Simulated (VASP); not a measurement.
Computed with RPBE GGA, VASP's PBE PAW potentials (set 64) (plane waves; VASP).

Input for VASP

**INCAR**
```
ENCUT  =  520   ! plane-wave cut-off (eV)
LCHARG  =  .FALSE.
LASPH  =  .TRUE.
IBRION  =  2   ! conjugate gradients
EDIFF  =  1E-6   ! SCF stop (eV)
LWAVE  =  .FALSE.
PREC  =  Accurate
GGA  =  RP
ISMEAR  =  0
LREAL  =  .FALSE.   ! projection in real space or not
ALGO  =  Normal   ! blocked Davidson
EDIFFG  =  -0.01
ISIF  =  3   ! ions, shape and volume
NELM  =  100   ! most electronic steps
NSW  =  60
SIGMA  =  0.05
SYSTEM  =  MgO
```

POSCAR:
```
MgO
1
   -0.0000000000     2.1446434837     2.1446434837
    2.1446434837     0.0000000000     2.1446434837
    2.1446434837     2.1446434837     0.0000000000
Mg O
1 1
Direct
  0.0000000000   0.0000000000   0.0000000000
  0.5000000000   0.5000000000   0.5000000000
```

### KPOINTS
```
K-points
0
Gamma
10 10 10
```

POTCAR, in this order: Mg O (PBE.64 set). Program: vasp_std.

The resulting files:

**OSZICAR**
```
       N       E                     dE             d eps       ncg     rms          rms(c)
DAV:   1     0.142247382592E+02    0.14225E+02   -0.48167E+03   880   0.878E+02
DAV:   2    -0.123943836711E+02   -0.26619E+02   -0.25351E+02   928   0.140E+02
DAV:   3    -0.127883540919E+02   -0.39397E+00   -0.39397E+00   952   0.190E+01
DAV:   4    -0.127889641379E+02   -0.61005E-03   -0.61005E-03  1008   0.746E-01
DAV:   5    -0.127889646261E+02   -0.48817E-06   -0.48817E-06   984   0.142E-02    0.723E+00
DAV:   6    -0.112477765070E+02    0.15412E+01   -0.10339E+01   752   0.224E+01    0.236E+00
DAV:   7    -0.112421323683E+02    0.56441E-02   -0.53257E-02   800   0.275E+00    0.136E+00
DAV:   8    -0.112454077559E+02   -0.32754E-02   -0.34992E-02   768   0.277E+00    0.178E-01
DAV:   9    -0.112453166610E+02    0.91095E-04   -0.80116E-04  1032   0.238E-01    0.739E-02
DAV:  10    -0.112455415129E+02   -0.22485E-03   -0.31144E-04   760   0.187E-01    0.115E-02
DAV:  11    -0.112455421549E+02   -0.64200E-06   -0.52674E-06  1056   0.258E-02
   1 F= -.11245542E+02 E0= -.11245542E+02  d E =-.112455E+02
```

OUTCAR:
```
------------------------ aborting loop because EDIFF is reached ----------------------------------------
  FORCE on cell =-STRESS in cart. coord.  units (eV):
  Direction    XX          YY          ZZ          XY          YZ          ZX
  --------------------------------------------------------------------------------------
  Total        0.0011044      0.0011044      0.0011044     -0.0000000      0.0000000      0.0000000
  in kB        0.0896927      0.0896927      0.0896927     -0.0000000      0.0000000      0.0000000
  external PRESSURE =       0.0896927 kB  Pullay stress =       0.0000000 kB
  volume of cell :       19.73
      direct lattice vectors                 reciprocal lattice vectors
     0.000000000  2.144643484  2.144643484    -0.233138983  0.233138983  0.233138983
     2.144643484  0.000000000  2.144643484     0.233138983 -0.233138983  0.233138983
     2.144643484  2.144643484  0.000000000     0.233138983  0.233138983 -0.233138983
  FREE ENERGIE OF THE ION-ELECTRON SYSTEM (eV)
  ---------------------------------------------------
  free  energy   TOTEN  =       -11.2455421549 eV

  energy  without entropy=      -11.2455421549  energy(sigma->0) =      -11.24554215

 reached required accuracy - stopping structural energy minimisation
```
(Selected blocks of OUTCAR.)

The compound is MgO in the rock salt structure. It was relaxed first, which changed the volume by +6 %. The start is the result of an earlier pass.
